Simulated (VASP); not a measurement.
**Osmium: the relaxed cell at several levels of theory**

Which functional gives which lattice for Osmium? The starting structure is a measured crystal structure from the Crystallography Open Database. The first relaxation on each setting starts from this cell expanded by 3 % in volume.

Method: Kohn-Sham DFT with plane waves and PAW; PBEsol, LDA, PBE, PBEsol + D3(BJ), r2SCAN, r2SCAN + rVV10, rev-vdW-DF2 and BLYP, in VASP 6.6.1.

## (1) Set-up

Symmetry: P6_3/mmc, No. 194, hexagonal system. Conventional cell: a = 2.734 Å, b = 2.734 Å, c = 4.320 Å, α = 90.00°, β = 90.00°, γ = 120.00°. Nearest to Os lie 12 Os at 2.68 to 2.73 Å.

## (2) Relaxation with PBEsol

PBEsol restores the gradient expansion of exchange and is tuned for the cells of solids. This run starts from the cell of an earlier relaxation, which isn't shown; the restart sets up the plane waves anew.

Contents of INCAR:

```
SYSTEM = Os
PREC = Accurate
ENCUT = 450
EDIFF = 1E-06
NELM = 100
ISMEAR = 1
SIGMA = 0.15
LREAL = .FALSE.
ALGO = Normal
GGA = PS
NBANDS = 14
LORBIT = 11
LWAVE = .FALSE.
LCHARG = .FALSE.
KPAR = 2
IBRION = 2
NSW = 50
ISIF = 3
EDIFFG = -0.004
```

Contents of POSCAR:

```
Os
1.0
    2.7283111716      0.0000000000      0.0000000000
   -1.3641555858      2.3627867841      0.0000000000
    0.0000000000      0.0000000000      4.3147274502
Os
2
Direct
    0.6666666667      0.3333333333      0.7500000000
    0.3333333333      0.6666666667      0.2500000000
```

Contents of KPOINTS:

```
Automatic mesh
0
Gamma
18 18 10
0 0 0
```

Potentials, in the order of the species: Os (PBE family, release 64).

Run with:

```sh
mpirun -np 2 vasp_std
```

The log of the run:

```text
[banner, memory and clock lines left out]
running    2 mpi-ranks, on    1 nodes
 distrk:  each k-point on    1 cores,    2 groups
 distr:  one band on    1 cores,    1 groups

 POSCAR found type information on POSCAR Os
 POSCAR found :  1 types and       2 ions
|                                                                             |
|               ----> ADVICE to this user running VASP <----                  |
|                                                                             |
|     You enforced a specific xc type in the INCAR file but a different       |
|     [... a line on the potential file left out ...]
|     I HOPE YOU KNOW WHAT YOU ARE DOING!                                     |
|                                                                             |

 LDA part: xc-table for (Slater+PW92), standard interpolation
 POSCAR, INCAR and KPOINTS ok, starting setup
 FFT: planning ... GRIDC
 FFT: planning ... GRID_SOFT
 FFT: planning ... GRID
 WAVECAR not read
 entering main loop
       N       E                     dE             d eps       ncg     rms          rms(c)
DAV:   1     0.874733394995E+02    0.87473E+02   -0.68811E+03  6216   0.974E+02
DAV:   2    -0.215475555827E+02   -0.10902E+03   -0.96198E+02  6384   0.329E+02
DAV:   3    -0.259855403778E+02   -0.44380E+01   -0.42437E+01  8160   0.567E+01
DAV:   4    -0.260275708584E+02   -0.42030E-01   -0.41867E-01  6756   0.560E+00
DAV:   5    -0.260278223842E+02   -0.25153E-03   -0.25150E-03  8042   0.390E-01    0.247E+01
DAV:   6    -0.248358673174E+02    0.11920E+01   -0.11029E+00  7710   0.902E+00    0.111E+01
DAV:   7    -0.244910079279E+02    0.34486E+00   -0.73078E-01  7824   0.722E+00    0.560E-01
DAV:   8    -0.244843897324E+02    0.66182E-02   -0.67873E-03  6312   0.653E-01    0.340E-01
DAV:   9    -0.244816443395E+02    0.27454E-02   -0.16339E-03  7284   0.435E-01    0.495E-02
DAV:  10    -0.244816642407E+02   -0.19901E-04   -0.57152E-05  7884   0.674E-02    0.105E-02
DAV:  11    -0.244816435983E+02    0.20642E-04   -0.47359E-06  6936   0.240E-02    0.112E-03
DAV:  12    -0.244816430232E+02    0.57506E-06   -0.98449E-08  3792   0.330E-03
   1 F= -.24481643E+02 E0= -.24481226E+02  d E =-.244816E+02
 curvature:   0.00 expect dE= 0.000E+00 dE for cont linesearch  0.000E+00
 trial: gam= 0.00000 g(F)=  0.240E-48 g(S)=  0.671E-06 ort = 0.000E+00 (trialstep = 0.100E+01)
 search vector abs. value=  0.671E-06
 reached required accuracy - stopping structural energy minimisation
```

It took 15 s on 2 MPI ranks of Intel Xeon 6975P-C (Granite Rapids), shared host; peak memory 0.34 GiB; 30 s of CPU time.

The logs omit lines about the potential files and the build; timing stands in the text.

OUTCAR, selected parts (step 2):

```text
ion  position               nearest neighbor table
   1  0.667  0.333  0.750-   2 2.67   2 2.67   2 2.67   2 2.67   2 2.67   2 2.67
   2  0.333  0.667  0.250-   1 2.67   1 2.67   1 2.67   1 2.67   1 2.67   1 2.67

  LATTYP: Found a hexagonal cell.
 ALAT       =     2.7283111716
 C/A-ratio  =     1.5814645687

 Subroutine GETGRP returns: Found 24 space group operations
 (whereof 12 operations were pure point group operations)

The static configuration has the point symmetry D_3d.
 The point group associated with its full space group is D_6h.

 Found    222 irreducible k-points:

   k-points           NKPTS =    222   k-points in BZ     NKDIM =    222   number of bands    NBANDS=     14

   dimension x,y,z NGX =    20 NGY =   20 NGZ =   30
   dimension x,y,z NGXF=    40 NGYF=   40 NGZF=   60

   ENCUT  =  450.0 eV  33.07 Ry    5.75 a.u.   4.72  4.72  7.46*2*pi/ulx,y,z

   NELECT =      16.0000    total number of electrons

 k-points in reciprocal lattice and weights: Automatic mesh
   0.00000000  0.00000000  0.00000000       0.000
   0.05555556  0.00000000  0.00000000       0.002
   0.11111111  0.00000000  0.00000000       0.002
   0.16666667  0.00000000  0.00000000       0.002
   0.22222222  0.00000000  0.00000000       0.002
   0.27777778 -0.00000000  0.00000000       0.002
   0.33333333  0.00000000  0.00000000       0.002
   0.38888889  0.00000000  0.00000000       0.002
   0.44444444  0.00000000  0.00000000       0.002
[...]
0.33333333  0.27777778  0.50000000       0.004
   0.33333333  0.33333333  0.50000000       0.001

 average (electrostatic) potential at core
       1 -43.0203       2 -43.0203

 E-fermi :   9.3899

 k-point     1 :       0.0000    0.0000    0.0000
  band No.  band energies     occupation
    ...
      6       7.1494      2.00000
      7       7.1494      2.00000
      8       7.8266      2.00000
      9       7.8266      2.00000
     10       9.3806      1.10535
     11      11.1039     -0.00000
     12      11.1039     -0.00000
     13      18.4940      0.00000
     14      23.4342      0.00000

 k-point     2 :       0.0556    0.0000    0.0000
  band No.  band energies     occupation
    ...
      6       7.0718      2.00000
      7       7.2538      2.00000
      8       7.6724      2.00000
      9       7.7347      2.00000
     10       8.7823      2.00000
     11      11.1682     -0.00000
     12      11.8881     -0.00000
     13      18.4854      0.00000
     14      23.6992      0.00000

 k-point     3 :       0.1111    0.0000    0.0000
  band No.  band energies     occupation
    ...
      6       7.0496      2.00000
      7       7.2017      2.00000
      8       7.4913      2.00000
      9       7.5622      2.00000
     10       8.1503      2.00000
     11      11.3314     -0.00000
     12      13.2460      0.00000
     13      18.4394      0.00000
     14      24.4214      0.00000

  Total        0.0023990      0.0023990      0.0040370      0.0000000     -0.0000000      0.0000000
  in kB        0.1381889      0.1381889      0.2325404      0.0000000     -0.0000000      0.0000000
  external PRESSURE =       0.1696394 kB  Pullay stress =       0.0000000 kB

  energy-cutoff  :      450.00
  volume of cell :       27.81
      direct lattice vectors                 reciprocal lattice vectors
     2.728311172  0.000000000  0.000000000     0.366527107  0.211614524  0.000000000
    -1.364155586  2.362786784  0.000000000     0.000000000  0.423229047  0.000000000
     0.000000000  0.000000000  4.314727450     0.000000000  0.000000000  0.231764349

 POSITION                                       TOTAL-FORCE (eV/Angst)
 -----------------------------------------------------------------------------------
      1.36416      0.78760      3.23605        -0.000000      0.000000      0.000000
     -0.00000      1.57519      1.07868         0.000000     -0.000000      0.000000
 -----------------------------------------------------------------------------------
    total drift:                                0.000000     -0.000000     -0.000000

  FREE ENERGIE OF THE ION-ELECTRON SYSTEM (eV)
  ---------------------------------------------------
  free  energy   TOTEN  =       -24.4816430232 eV

  energy  without entropy=      -24.4803918819  energy(sigma->0) =      -24.48122598

 reached required accuracy - stopping structural energy minimisation

 total charge
# of ion       s       p       d       tot
------------------------------------------
    1        0.665   0.799   6.042   7.506
    2        0.665   0.799   6.042   7.506
--------------------------------------------------
tot          1.330   1.598  12.085  15.012

[... 3 further parts left out ...]
```

CONTCAR:

```
Os
   1.00000000000000
     2.7283111716000001    0.0000000000000000    0.0000000000000000
    -1.3641555858000001    2.3627867840999999    0.0000000000000000
     0.0000000000000000    0.0000000000000000    4.3147274502000004
  Os
     2
Direct
     0.6666666667000030    0.3333333332999970    0.7500000000000000
     0.3333333332999970    0.6666666667000030    0.2500000000000000
```

The PAW data sets were made with PBE, which is usual practice but a small mismatch for other functionals. The run keeps the 24 symmetry operations of its start, so it cannot find a distortion of lower symmetry.

With PBEsol the relaxed cell holds 13.907 Å³ an atom, -0.54 % against the measured cell, with a = 2.728 Å and c = 4.315 Å.

## (3) Relaxation with LDA

LDA, the lowest rung, knows the local density alone. This run starts from the cell of an earlier relaxation, which isn't shown; the restart sets up the plane waves anew.

Changes to INCAR since step 2:

```diff
@@ -9,3 +9,3 @@
 ALGO = Normal
-GGA = PS
+GGA = CA
 NBANDS = 14
```

Contents of POSCAR:

```
Os
1.0
    2.7168241384      0.0000000000      0.0000000000
   -1.3584120691      2.3528387214      0.0000000000
    0.0000000000      0.0000000000      4.2959592319
Os
2
Direct
    0.6666666667      0.3333333333      0.7500000000
    0.3333333333      0.6666666667      0.2500000000
```

KPOINTS is that of step 2.

The projector-augmented-wave data sets are Os (LDA family, release 64).

Run with:

```sh
mpirun -np 2 vasp_std
```

The log of the run:

```text
[banner, memory and clock lines left out]
running    2 mpi-ranks, on    1 nodes
[...]
LDA part: xc-table for (Slater(with rela. corr.)+CA(PZ))
 , standard interpolation
 POSCAR, INCAR and KPOINTS ok, starting setup
[...]
entering main loop
       N       E                     dE             d eps       ncg     rms          rms(c)
DAV:   1     0.826595361467E+02    0.82660E+02   -0.69757E+03  6216   0.975E+02
DAV:   2    -0.227926617773E+02   -0.10545E+03   -0.93590E+02  6504   0.320E+02
DAV:   3    -0.268627075121E+02   -0.40700E+01   -0.39312E+01  8058   0.543E+01
DAV:   4    -0.268936388114E+02   -0.30931E-01   -0.30836E-01  6864   0.480E+00
[...]
DAV:  10    -0.252998412461E+02   -0.43647E-05   -0.24624E-05  7704   0.380E-02    0.162E-02
DAV:  11    -0.252998352213E+02    0.60248E-05   -0.18218E-06  5502   0.165E-02    0.140E-03
DAV:  12    -0.252998351488E+02    0.72449E-07   -0.14417E-07  3750   0.300E-03
   1 F= -.25299835E+02 E0= -.25299377E+02  d E =-.252998E+02
[...]
N       E                     dE             d eps       ncg     rms          rms(c)
DAV:   1    -0.252998488359E+02   -0.13615E-04   -0.66552E-04  6510   0.200E-01    0.931E-02
DAV:   2    -0.252998283608E+02    0.20475E-04   -0.20206E-05  6876   0.452E-02    0.336E-02
DAV:   3    -0.252998244016E+02    0.39592E-05   -0.97617E-06  7622   0.290E-02    0.256E-03
DAV:   4    -0.252998244874E+02   -0.85766E-07   -0.14629E-07  3222   0.251E-03
   2 F= -.25299824E+02 E0= -.25299366E+02  d E =0.106615E-04
 trial-energy change:    0.000011  1 .order    0.000011   -0.000006    0.000028
 step:   0.1812(harm=  0.1812)  dis= 0.00000  next Energy=   -25.299836 (dE=-0.558E-06)
[...]
N       E                     dE             d eps       ncg     rms          rms(c)
DAV:   1    -0.252998521529E+02   -0.27751E-04   -0.44599E-04  6456   0.164E-01    0.765E-02
DAV:   2    -0.252998384317E+02    0.13721E-04   -0.13663E-05  6720   0.372E-02    0.277E-02
DAV:   3    -0.252998357295E+02    0.27023E-05   -0.65921E-06  6984   0.238E-02    0.208E-03
DAV:   4    -0.252998357735E+02   -0.44018E-07   -0.96698E-08  3132   0.204E-03
   3 F= -.25299836E+02 E0= -.25299378E+02  d E =-.624637E-06
[...]
reached required accuracy - stopping structural energy minimisation
```

The job ended after 26 s (2 MPI ranks; peak memory 0.33 GiB).

OUTCAR, selected parts (step 3):

```text
  Total        0.0002141      0.0002141     -0.0002960      0.0000000      0.0000000      0.0000000
  in kB        0.0124892      0.0124892     -0.0172698      0.0000000      0.0000000      0.0000000
  external PRESSURE =       0.0025695 kB  Pullay stress =       0.0000000 kB

 POSITION                                       TOTAL-FORCE (eV/Angst)
 -----------------------------------------------------------------------------------
      1.35847      0.78431      3.22210         0.000000      0.000000      0.000000
     -0.00000      1.56862      1.07403        -0.000000     -0.000000      0.000000
 -----------------------------------------------------------------------------------
    total drift:                               -0.000000      0.000000     -0.000000

  FREE ENERGIE OF THE ION-ELECTRON SYSTEM (eV)
  ---------------------------------------------------
  free  energy   TOTEN  =       -25.2998357735 eV

  energy  without entropy=      -25.2984615125  energy(sigma->0) =      -25.29937769

[... 2 parts as in an earlier step ...]

[... 2 further parts left out ...]
[key lines of the parts left out:]
E-fermi :   9.6672
```

With LDA the relaxed cell holds 13.732 Å³ an atom, -1.79 % against the measured cell, with a = 2.717 Å and c = 4.296 Å. That is -1.26 % from PBEsol.

## (4) Relaxation with PBE

PBE, the usual starting point, adds the gradient of the density.

Changes to INCAR since step 3:

```diff
@@ -9,3 +9,3 @@
 ALGO = Normal
-GGA = CA
+GGA = PE
 NBANDS = 14
```

Contents of POSCAR:

```
Os
1.0
    2.7611720577      0.0000000000      0.0000000000
   -1.3805860288      2.3912451462      0.0000000000
    0.0000000000      0.0000000000      4.3624720886
Os
2
Direct
    0.6666666667      0.3333333333      0.7500000000
    0.3333333333      0.6666666667      0.2500000000
```

KPOINTS is that of step 3.

PAW data sets: Os (PBE family, release 64).

Run with:

```sh
mpirun -np 2 vasp_std
```

The log of the run:

```text
[banner, memory and clock lines left out]
running    2 mpi-ranks, on    1 nodes
[...]
LDA part: xc-table for (Slater+PW92), standard interpolation
 POSCAR, INCAR and KPOINTS ok, starting setup
[...]
entering main loop
       N       E                     dE             d eps       ncg     rms          rms(c)
DAV:   1     0.888075498137E+02    0.88808E+02   -0.69193E+03  6232   0.975E+02
DAV:   2    -0.193693114346E+02   -0.10818E+03   -0.95886E+02  6540   0.327E+02
DAV:   3    -0.238985492123E+02   -0.45292E+01   -0.43298E+01  8042   0.571E+01
DAV:   4    -0.239428426249E+02   -0.44293E-01   -0.44197E-01  6828   0.573E+00
[...]
DAV:  10    -0.224914190404E+02   -0.27287E-04   -0.59038E-05  7872   0.683E-02    0.101E-02
DAV:  11    -0.224913958885E+02    0.23152E-04   -0.44695E-06  6858   0.230E-02    0.960E-04
DAV:  12    -0.224913951205E+02    0.76803E-06   -0.88663E-08  3786   0.323E-03
   1 F= -.22491395E+02 E0= -.22490939E+02  d E =-.224914E+02
[... from here on, the cycles between the ionic steps are left out ...]
   2 F= -.22441059E+02 E0= -.22440602E+02  d E =0.503366E-01
   3 F= -.22494323E+02 E0= -.22493867E+02  d E =-.292800E-02
   4 F= -.22494324E+02 E0= -.22493868E+02  d E =-.292872E-02
   5 F= -.22494325E+02 E0= -.22493890E+02  d E =-.867137E-06
   6 F= -.22494328E+02 E0= -.22493883E+02  d E =-.433981E-05
[...]
reached required accuracy - stopping structural energy minimisation
```

It took 40 s on 2 MPI ranks; peak memory 0.35 GiB; 78 s of CPU time.

Parts of OUTCAR (step 4):

```text
  Total        0.0051208      0.0051208      0.0050726      0.0000000     -0.0000000      0.0000000
  in kB        0.2874332      0.2874332      0.2847328      0.0000000     -0.0000000      0.0000000
  external PRESSURE =       0.2865331 kB  Pullay stress =       0.0000000 kB

 POSITION                                       TOTAL-FORCE (eV/Angst)
 -----------------------------------------------------------------------------------
      1.37629      0.79460      3.26254        -0.000000      0.000000      0.000000
     -0.00000      1.58921      1.08751         0.000000     -0.000000      0.000000
 -----------------------------------------------------------------------------------
    total drift:                               -0.000000      0.000000     -0.000000

  FREE ENERGIE OF THE ION-ELECTRON SYSTEM (eV)
  ---------------------------------------------------
  free  energy   TOTEN  =       -22.4943281797 eV

  energy  without entropy=      -22.4929937788  energy(sigma->0) =      -22.49388338

[... 2 parts as in an earlier step ...]

[... 2 further parts left out ...]
[key lines of the parts left out:]
E-fermi :   9.1631
```

With PBE the relaxed cell holds 14.272 Å³ an atom, +2.07 % against the measured cell, with a = 2.753 Å and c = 4.350 Å. That is +2.62 % from PBEsol.

## (5) Relaxation with PBEsol + D3(BJ)

D3 with Becke-Johnson damping keeps a finite attraction at short range. This run starts from the cell of an earlier relaxation, which isn't shown; the restart sets up the plane waves anew.

Changes to INCAR since step 4:

```diff
@@ -9,3 +9,4 @@
 ALGO = Normal
-GGA = PE
+GGA = PS
+IVDW = 12
 NBANDS = 14
```

Contents of POSCAR:

```
Os
1.0
    2.7115698332      0.0000000000      0.0000000000
   -1.3557849166      2.3482883597      0.0000000000
    0.0000000000      0.0000000000      4.2922929017
Os
2
Direct
    0.6666666667      0.3333333333      0.7500000000
    0.3333333333      0.6666666667      0.2500000000
```

KPOINTS is that of step 4.

Run with:

```sh
mpirun -np 2 vasp_std
```

The log of the run:

```text
[banner, memory and clock lines left out]
running    2 mpi-ranks, on    1 nodes
[...]
[... a notice as in an earlier step ...]

 LDA part: xc-table for (Slater+PW92), standard interpolation
 POSCAR, INCAR and KPOINTS ok, starting setup
[...]
entering main loop
       N       E                     dE             d eps       ncg     rms          rms(c)
DAV:   1     0.905261034017E+02    0.90526E+02   -0.68896E+03  6216   0.977E+02
DAV:   2    -0.215761438477E+02   -0.11210E+03   -0.99405E+02  6564   0.335E+02
DAV:   3    -0.259489364919E+02   -0.43728E+01   -0.42234E+01  8046   0.572E+01
DAV:   4    -0.259854983938E+02   -0.36562E-01   -0.36508E-01  6920   0.532E+00
[...]
DAV:  10    -0.244696015511E+02   -0.17028E-04   -0.54894E-05  7878   0.648E-02    0.954E-03
DAV:  11    -0.244695819044E+02    0.19647E-04   -0.45123E-06  6900   0.240E-02    0.118E-03
DAV:  12    -0.244695812900E+02    0.61439E-06   -0.93287E-08  3822   0.319E-03
   1 F= -.25836621E+02 E0= -.25836237E+02  d E =-.258366E+02
[...]
reached required accuracy - stopping structural energy minimisation
```

The job ended after 15 s (2 MPI ranks; peak memory 0.35 GiB).

Parts of OUTCAR (step 5):

```text
 Edisp (eV)   -1.36704

  Total       0.00601     0.00601     0.00659    -0.00000    -0.00000     0.00000
  in kB       0.35208     0.35208     0.38637    -0.00000    -0.00000     0.00000
  external pressure =        0.36 kB  Pullay stress =        0.00 kB

 POSITION                                       TOTAL-FORCE (eV/Angst)
 -----------------------------------------------------------------------------------
      1.35578      0.78276      3.21922         0.000000      0.000000      0.000000
     -0.00000      1.56553      1.07307        -0.000000     -0.000000      0.000000
 -----------------------------------------------------------------------------------
    total drift:                               -0.000000      0.000000     -0.000000

  FREE ENERGIE OF THE ION-ELECTRON SYSTEM (eV)
  ---------------------------------------------------
  free  energy   TOTEN  =       -25.8366207809 eV

  energy  without entropy=      -25.8354708046  energy(sigma->0) =      -25.83623746

[... 2 parts as in an earlier step ...]

[... 2 further parts left out ...]
[key lines of the parts left out:]
E-fermi :   9.6602
```

With PBEsol + D3(BJ) the relaxed cell holds 13.666 Å³ an atom, -2.27 % against the measured cell, with a = 2.712 Å and c = 4.292 Å. That is -1.74 % from PBEsol.

[end of part 1 of 2]

[Lines on the potential files, build, host, timing and source positions are cut from VASP's logs without a mark.]

[Logs are printed without paths, hosts, clocks, repeated set-up lines and the standing remarks that a program may print on its own settings, such as how far it seeks lower states.]

[Hosts, paths, dates, database ids (printed as entryN), source tags and the programs' standing remarks are cut or masked in the printed files.]
